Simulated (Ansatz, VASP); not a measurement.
# Cross-check of SiO2 between VASP and Ansatz, part 2 of 2

Wanted: the spread between two codes on one cell, functional and k mesh. The cell is taken from a series of runs on this material, whose earlier steps may have relaxed, scaled, displaced or heated it; both programs get it as it stands.

VASP 6.6.1 and Ansatz 0.2.0.

So far: The structure; VASP: G0W0 gap, LDA.

### 3. Ansatz: G0W0 gap, LDA

Level of this step: Ansatz beside VASP: Kohn-Sham DFT, plane waves, LDA (Ansatz).

Ansatz runs on its PAW soft_1 files.

The same cell, functional (in two slightly different forms) and mesh now go to Ansatz, which takes its cutoff from its data sets.

File input.yaml:

```yaml
crystal:
  lattice:
    - [-2.38592025, 2.38592025, 3.76272]
    - [2.38592025, -2.38592025, 3.76272]
    - [2.38592025, 2.38592025, -3.76272]
  atoms:
    - { symbol: Si, position: [0.0, 0.0, 0.0] }
    - { symbol: Si, position: [0.75, 0.25, 0.5] }
    - { symbol: O, position: [0.9872424568, 0.625, 0.8622424568] }
    - { symbol: O, position: [0.375, 0.2372424568, 0.3622424568] }
    - { symbol: O, position: [0.7627575432, 0.125, 0.1377575432] }
    - { symbol: O, position: [0.875, 0.0127575432, 0.6377575432] }
kpoints:
  mp_grid: { grid: [4, 4, 4] }
hamiltonian:
  xc: lda
  pseudopotentials: { kind: paw, azcp: { folder: soft_1 }, xc_functional: pbe }
scf:
  occupations: { method: fixed }
gw:
  n_empty_bands: 317
  ecut_chi: 140
  qp_bands: [v2, c2]
  qp_kpoints: band_edges
  screening: { model: contour_deformation }
```

Launch:

```
> ansatz run input.yaml --threads 3 --pin off --max-ram 92160MiB --backend cuda --events-out ev --progress --plain --runs-dir out --devices 1 --max-vram 13GiB
```

Numbers of over 12 decimals in the logs are rounded to 6 here.

What it wrote:

```text
GPUs: using 1 of 1 available (devices: 1).
Engine: ansatz 0.2.0, x86_64-unknown-linux-gnu
Pseudopotentials: kind: paw
Pseudopotential: Si, paw, valence charge 4, recommended cutoff 420 eV (normal), soft_1/Si.paw.azcp
Pseudopotential: O, paw, valence charge 6, recommended cutoff 420 eV (normal), soft_1/O.paw.azcp
Functional definition: SPW92
  exchange = slater_x
  correlation = pw_c
device memory: the entry about to start is reckoned to put 0.7 GiB on a device that reports 45.5 GiB free (of which the cap on the GPU budget leaves the run 13.0 GiB)
GPU FFT provider: cuFFT
GPU libraries: cuBLAS 13.8.2, cuFFT 12.4.0, cuSOLVER 12.3.4
Crystal: 6 atoms, lattice volume = 85.679 Å³
Basis set: ecut = 420 eV, 1653 PW (Γ)
Bands: 22, of which v1, the nominal top of the filled ones, is band 16 counted from 1 (15 counted from 0)
Symmetry: 8 space group operations
Space group: I-42d (ITA 122), of the structure as read, at distance tolerance 4.4e-5 Å
k-points: 13 of 64 (time reversal used)
Non-local potential: Si, projectors of the file, l = 0: 2, l = 1: 2, l = 2: 1
Non-local potential: O, projectors of the file, l = 0: 2, l = 1: 2, l = 2: 1
PAW form: soft (Blöchl's): semilocal exchange-correlation on the pseudo side does not see the compensation charge
PAW frozen core: Si, regenerated for the run's functional, and the local potential with it (the file was generated under x = pbe(κ = 0.804, μ = 0.219515), c = pbe(β = 0.066725))
PAW frozen core: O, regenerated for the run's functional, and the local potential with it (the file was generated under x = pbe(κ = 0.804, μ = 0.219515), c = pbe(β = 0.066725))
PAW one-centre angular grid: Si, 110 points (default); XC on 64 Gauss nodes
PAW one-centre angular grid: O, 110 points (default); XC on 64 Gauss nodes
Initial density: superposition of atomic densities (chi_scale 0.1, normalization cell, long waves kept (reshape's long-wave potential 0.00 eV rms))
Initial wavefunctions: pseudopotential atomic-orbital guess
GPU buffer pool allocated for 46656 grid points (all kernels)
GPU transforms: local potential and band sums: pruned to the plane-wave sphere, on 36×36×36
Functional: x = slater, c = lda
SCF iter   1: F=—  HF=-3448.617968 eV  |F-HF|=—  |Δ(HF+E_count)|=         —  Δρ=1.19e-1  dr2=1.08e1  ethr=3.10e-3  ⟨swp⟩=4.9  Hψ=1432  notcnv=0  defer=41
preconditioner: auto → none  [insulator: Δε(μ)=7.387 eV  Ē_g=17.871 eV  n_scr=14 (ndim 8)  ℏωp=22.7 eV  f_vac=0.117  ε∞_Penn≈2.6]
SCF iter   2: F=—  HF=-3445.798152 eV  |F-HF|=—  |Δ(HF+E_count)|=    2.82e0  Δρ=6.30e-2  dr2=1.48e0  ethr=3.10e-3  ⟨swp⟩=3.8  Hψ=828  notcnv=0  defer=38
SCF iter   3: F=—  HF=-3445.377647 eV  |F-HF|=—  |Δ(HF+E_count)|=   4.21e-1  Δρ=1.86e-2  dr2=1.33e-1  ethr=3.10e-3  ⟨swp⟩=2.1  Hψ=581  notcnv=0  defer=37
SCF iter   4: F=—  HF=-3445.365451 eV  |F-HF|=—  |Δ(HF+E_count)|=   1.22e-2  Δρ=1.25e-3  dr2=5.58e-4  ethr=4.16e-4  ⟨swp⟩=2.8  Hψ=462  notcnv=0  defer=52
SCF iter   5: F=—  HF=-3445.365749 eV  |F-HF|=—  |Δ(HF+E_count)|=   2.98e-4  Δρ=2.18e-4  dr2=1.17e-5  ethr=1.74e-6  ⟨swp⟩=2.2  Hψ=460  notcnv=0  defer=52
SCF iter   6: F=—  HF=-3445.365761 eV  |F-HF|=—  |Δ(HF+E_count)|=   1.25e-5  Δρ=2.26e-5  dr2=2.59e-7  ethr=3.65e-8  ⟨swp⟩=2.8  Hψ=498  notcnv=0  defer=40
SCF iter   7: F=-3445.365762 eV  HF=-3445.365762 eV  |F-HF|=3.56e-10  |Δ(HF+E_count)|=   8.35e-8  Δρ=1.80e-6  dr2=1.23e-9  ethr=3.13e-10  ⟨swp⟩=11.8  Hψ=1469  notcnv=0
SCF 1 converged in 7 iterations: F = -3445.365762 eV  dr2 = 1.23e-9
  greatest PAW one-centre occupation: 0.856 electrons in one spin orbital (limit 2), on the O atom at site 2 (counted from 0), in its partial waves of l = 0
device memory: the entry about to start is reckoned to put 0.8 GiB on a device that reports 45.4 GiB free (of which the cap on the GPU budget leaves the run 13.0 GiB)
NSCF: frozen V_eff on 13 k-points, pencils in batches of 32, up to order 88
the band table was solved once the SCF had ended and its energy, with any forces and stress, was formed, with the checks that follow a solve (1519 applications of the Hamiltonian). They found nothing against the state; the energy, forces and stress were not computed again (output.eigenvalues in the input reference)
device memory: the entry about to start is reckoned to put 5.2 GiB on a device that reports 45.5 GiB free (of which the cap on the GPU budget leaves the run 13.0 GiB)
NSCF: frozen V_eff on 13 k-points
G₀W₀ screening: q 1/13
[... further progress lines ...]
device memory: the entry about to start is reckoned to put 0.4 GiB on a device that reports 41.4 GiB free (of which the cap on the GPU budget leaves the run 13.0 GiB)
NSCF: frozen V_eff on 1 k-points
device memory: the entry about to start is reckoned to put 0.4 GiB on a device that reports 41.8 GiB free (of which the cap on the GPU budget leaves the run 13.0 GiB)
NSCF: frozen V_eff on 1 k-points
SCF converged after 7 iterations
Free energy (F): -3445.365762 eV
Harris-Foulkes:  -3445.365762 eV  (|F-HF|=3.56e-10)
Internal energy: -3445.365762 eV  (E = F + TS)
E sigma→0 (E₀):  -3445.365762 eV
Fermi energy:    0.752055 eV
--- Per-component energies (eV) ---
  E_band       = -186.660161
  E_kinetic    = 773.728485
  E_local      = -2241.823998  (includes V_loc(G=0)·N_el)
  E_nonlocal   = 264.656405
  E_hartree    = 832.841555
  E_xc         = -395.213271
  E_vxc        = -460.427772  (∫ρ·V_xc dr)
  E_paw        = -1582.400688  (= ΣΔE_a)
  E_vpaw       = -188.480882  (= ΣTr[D̂ρ^β])
  E_aug_tail   = 0.003429  (compensation charges beyond the density's cutoff)
  E_ewald      = -1097.714027
  E_core_change = 0.556347  (= ΣΔE_core)
  E_smearing   = -0.000000  (= −TS)
  E_closure    = -0.000000  (closes the sum)
  Σ components = -3445.365762   (vs F -3445.365762, Δ=0.00e0)
--- Band table (eV; the first three rows and the last of 13) ---
  k-point 0: bands = [... 12 lower, -0.7391, -0.1757, 0.7521, 0.7521, 6.5543, 9.2849, 11.5929, 11.5929, ... 2 higher]
  k-point 1: bands = [... 12 lower, -0.6757, -0.0123, 0.6115, 0.6306, 7.8289, 10.1603, 10.5658, 11.0478, ... 2 higher]
  k-point 2: bands = [... 12 lower, -0.1243, -0.1243, 0.4433, 0.4433, 9.8877, 9.8877, 10.7554, 10.7554, ... 2 higher]
  k-point 12: bands = [... 12 lower, -0.7797, -0.7797, 0.5849, 0.5849, 9.4838, 9.4838, 10.4999, 10.4999, ... 2 higher]
--- G₀W₀: contour deformation, 6 samples at zero and on the imaginary axis and 2 off it, 64 q-points, 317 empty bands' worth ---
  eigenvalues of the whole cell's RPA ε∞ on this k-mesh (on a slab, of 1 + 4πα/V) = 2.1977, 2.1977, 2.2589; static W/v taken at q = 0 is 0.450906
  bands read: the sum over 333 bands ends inside a degenerate multiplet in 4 slots, whose members it reads at an even weight; the widest, k=2: bands 333 to 334 (counted from 1) at 1/2 each
  gw.qp_kpoints: band_edges: 13 of 13 stored k-points solved, in 1 pass; an edge of the gap read off the rows below is read off those points alone
    ik  band        ε_KS         Σx   Σc(E_QP)       V_xc       Z   E_QP_lin       E_QP  E_QP is
     0    15      0.7521   -26.4277     4.0743   -20.6184  0.8040    -1.0087    -0.9829  root
     0    16      0.7521   -26.4277     4.0743   -20.6184  0.8040    -1.0087    -0.9829  root
     0    17      6.5543    -6.7147    -3.2434   -11.4262  0.8713     8.0334     8.0223  root
     0    18      9.2849    -5.4568    -3.8199   -11.0829  0.8650    11.1110    11.0910  root
     1    15      0.6115   -26.4422     4.0803   -20.6249  0.8036    -1.1516    -1.1255  root
     1    16      0.6306   -26.4087     4.0946   -20.5672  0.8036    -1.1428    -1.1163  root
     1    17      7.8289    -7.4315    -3.2961   -12.3338  0.8639     9.4495     9.4350  root
     1    18     10.1603    -5.9134    -4.0004   -11.8391  0.8590    12.1102    12.0855  root
     2    15      0.4433   -26.5612     4.0851   -20.7373  0.8034    -1.3215    -1.2954  root
     2    16      0.4433   -26.5612     4.0851   -20.7373  0.8034    -1.3215    -1.2954  root
     2    17      9.8877    -7.0661    -3.5672   -12.4333  0.8570    11.7091    11.6878  root
     2    18      9.8877    -7.0661    -3.5672   -12.4333  0.8570    11.7091    11.6878  root
     3    15      0.6153   -26.4441     4.0883   -20.6151  0.8035    -1.1516    -1.1253  root
     3    16      0.6650   -26.2820     4.0723   -20.4624  0.8041    -1.1086    -1.0822  root
     3    17      7.4692    -7.1819    -3.2873   -12.0321  0.8663     9.0455     9.0322  root
     3    18      9.8434    -5.7788    -3.8523   -11.4828  0.8613    11.7171    11.6951  root
     4    15      0.3064   -26.3409     4.0982   -20.4805  0.8028    -1.4833    -1.4558  root
     4    16      0.5681   -26.4201     4.0939   -20.5791  0.8036    -1.2056    -1.1790  root
     4    17      9.1819    -7.6335    -3.5560   -12.9779  0.8574    10.9906    10.9704  root
     4    18     10.1498    -7.6654    -3.8551   -13.4804  0.8542    12.1357    12.1097  root
     5    15      0.3419   -26.4030     4.0959   -20.5550  0.8028    -1.4372    -1.4101  root
     5    16      0.5876   -26.1515     4.0677   -20.3265  0.8041    -1.1966    -1.1696  root
     5    17      8.9693    -8.2188    -3.8034   -13.8976  0.8555    10.8672    10.8447  root
     5    18      9.5776    -6.0700    -3.2891   -10.9844  0.8641    11.2193    11.2029  root
[...]
11    15      0.4161   -26.3068     4.1065   -20.4390  0.8029    -1.3725    -1.3451  root
    11    16      0.4161   -26.3068     4.1065   -20.4390  0.8029    -1.3725    -1.3451  root
    11    17     10.0840    -7.2554    -3.6749   -12.8154  0.8547    11.9929    11.9690  root
    11    18     10.0840    -7.2554    -3.6749   -12.8154  0.8547    11.9929    11.9690  root
    12    15      0.5849   -26.4948     4.0878   -20.6740  0.8035    -1.1741    -1.1480  root
    12    16      0.5849   -26.4948     4.0878   -20.6740  0.8035    -1.1741    -1.1480  root
    12    17      9.4838    -6.9241    -3.4321   -12.0773  0.8594    11.2237    11.2049  root
    12    18      9.4838    -6.9241    -3.4321   -12.0773  0.8594    11.2237    11.2049  root
```

### 4. Differences

Known differences besides the potentials themselves: the two LDA forms differ slightly; fixed occupations in Ansatz, narrow Gaussian smearing in VASP; the cutoff is 420 eV in Ansatz and 440 eV in VASP; VASP's log shows a relativistic correction to its local exchange, Ansatz's none; Ansatz integrates over frequency by contour deformation, VASP on a grid of NOMEGA points; Ansatz's G0W0 levels solve the quasiparticle equation, VASP's are linearised. Total energies have different zeros and are not compared.

The two programs side by side:

| quantity | Ansatz | VASP | difference |
| --- | --- | --- | --- |
| G0W0 gap on the mesh (eV) | 9.01 | 8.98 | +0.03 |
| Kohn-Sham gap under it (eV) | 5.80 | 5.80 | 0.00 |

### 5. Results

| Property | Result |
| --- | --- |
| difference in G0W0 gap on the mesh (G0W0 gap, LDA) | 0.027 eV |

The difference in G0W0 gap on the mesh is 0.027 eV (G0W0 gap, LDA). Such differences can come from data sets, numerical settings and the points named under the comparisons, not from the functional's error against experiment.

[Lines on the potential files, build, host, timing and source positions are cut from VASP's logs without a mark.]

[Logs are printed without paths, hosts, clocks, repeated set-up lines and the standing remarks that a program may print on its own settings, such as how far it seeks lower states.]

[Hosts, paths, dates, database ids (printed as entryN), source tags and the programs' standing remarks are cut or masked in the printed files.]
